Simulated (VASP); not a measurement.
```xyz
18
Lattice="4.6628 0.0000 0.0000 0.0000 4.6628 0.0000 0.0000 0.0000 9.2606" Properties=species:S:1:pos:R:3 pbc="T T T"
Mg     0.0000     4.6628     0.0000
Mg     2.3314     2.3314     4.6303
Sb     2.3314     2.3314     7.7085
Sb     2.3314     2.3314     1.5521
Sb     0.0000     4.6628     3.0782
Sb     0.0000     4.6628     6.1824
O      3.2559     3.2559     6.2197
O      1.4069     1.4069     3.0409
O      3.7384     0.9245     1.5894
O      0.9245     3.7384     7.6712
O      1.4069     1.4069     6.2197
O      3.2559     3.2559     3.0409
O      0.9245     3.7384     1.5894
O      3.7384     0.9245     7.6712
O      1.4438     1.4438     0.0000
O      3.2190     3.2190     0.0000
O      0.8876     3.7753     4.6303
O      3.7753     0.8876     4.6303
```

Computed with r2SCAN meta-GGA, VASP's PBE PAW potentials (set 64) (plane waves; VASP 6.6.1). Numerical set-up: LREAL = Auto, 520 eV cut-off, 6×6×3 Γ-centred mesh, tetrahedra with Blöchl corrections, potentials Mg Sb O.

The cores are frozen, which limits the accuracy of field gradients.

### Question
Give the principal components of the electric field gradient (V/Å²) and the asymmetry η at each nucleus.

### Answer

| atom | Vxx | Vyy | Vzz | η |
|---|---|---|---|---|
| Mg1 | -5.4 | -1.4 | 6.8 | 0.59 |
| Mg2 | -5.4 | -1.4 | 6.8 | 0.59 |
| Sb3 | 26.1 | 22.3 | -48.4 | 0.08 |
| Sb4 | 26.1 | 22.3 | -48.4 | 0.08 |
| Sb5 | 26.1 | 22.3 | -48.4 | 0.08 |
| Sb6 | 26.1 | 22.3 | -48.4 | 0.08 |
| O7 | -105.6 | -11.4 | 117.0 | 0.81 |
| O8 | -105.6 | -11.4 | 117.0 | 0.81 |
| O9 | -105.6 | -11.4 | 117.0 | 0.81 |
| O10 | -105.6 | -11.4 | 117.0 | 0.81 |
| O11 | -105.6 | -11.4 | 117.0 | 0.81 |
| O12 | -105.6 | -11.4 | 117.0 | 0.81 |
| O13 | -105.6 | -11.4 | 117.0 | 0.81 |
| O14 | -105.6 | -11.4 | 117.0 | 0.81 |
| O15 | 104.0 | 0.8 | -104.8 | 0.98 |
| O16 | 104.0 | 0.8 | -104.8 | 0.98 |
| O17 | 104.0 | 0.8 | -104.8 | 0.98 |
| O18 | 104.0 | 0.8 | -104.8 | 0.98 |

The structure comes from a computed database's MgO6Sb2 entry (P4_2/mnm); how it stands against other phases isn't given here. It was relaxed first.
